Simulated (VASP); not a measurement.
An input for Ansatz (written as the equivalent of a VASP run, and not itself run):

Ansatz 0.2 input:
```yaml
crystal:
  lattice:
    - [1.4777234, -2.5594923, 0.0000000]
    - [1.4777234, 2.5594923, 0.0000000]
    - [0.0000000, 0.0000000, 5.4695750]
  atoms:
    - { symbol: Cd, position: [0.3333330, 0.6666670, 0.2500000] }
    - { symbol: Cd, position: [0.6666670, 0.3333330, 0.7500000] }
kpoints:
  mp_grid: { grid: [13, 13, 6] }
hamiltonian:
  xc: pbesol
  pseudopotentials: { kind: paw }
scf:
  occupations: { method: methfessel_paxton, width: 0.1 }
  max_iter: 100
relax:
  max_steps: 30
  f_tol: 0.001
output: { forces: true, stress: true, eigenvalues: true }
```

### Question
Write the VASP files for the same calculation (PBEsol).

### Answer
This is not unique; one that fits is 
INCAR:
```
ALGO=Normal
EDIFF=1E-8
EDIFFG=-0.001
ENCUT=400
GGA=PS
IBRION=1
ISIF=2
ISMEAR=1
LASPH=T
LCHARG=F
LMAXMIX=4
LREAL=F
LWAVE=F
NELM=100
NSW=30
PREC=Accurate
SIGMA=0.1
SYSTEM=Cd
```

POSCAR:
```
Cd
1.0
  1.4777234077  -2.5594923109   0.0000000000
  1.4777234077   2.5594923109   0.0000000000
  0.0000000000   0.0000000000   5.4695750447
Cd
2
direct
  0.3333330000   0.6666670000   0.2500000000
  0.6666670000   0.3333330000   0.7500000000
```

### KPOINTS
```
Automatic mesh
0
Gamma
13 13 6
0 0 0
```

POTCAR, in this order: Cd (PBE.64 set). Program: vasp_std.

What does not carry over: each code has its own PAW files, so the cut-off isn't converted (ENCUT is set for VASP's; basis.ecutwfc is left out, and Ansatz then takes the one that its files recommend); Ansatz stops its SCF on the density residual and VASP on the energy change (EDIFF).

The compound is Cd in the hcp structure. It was relaxed first. The start is the result of an earlier pass.
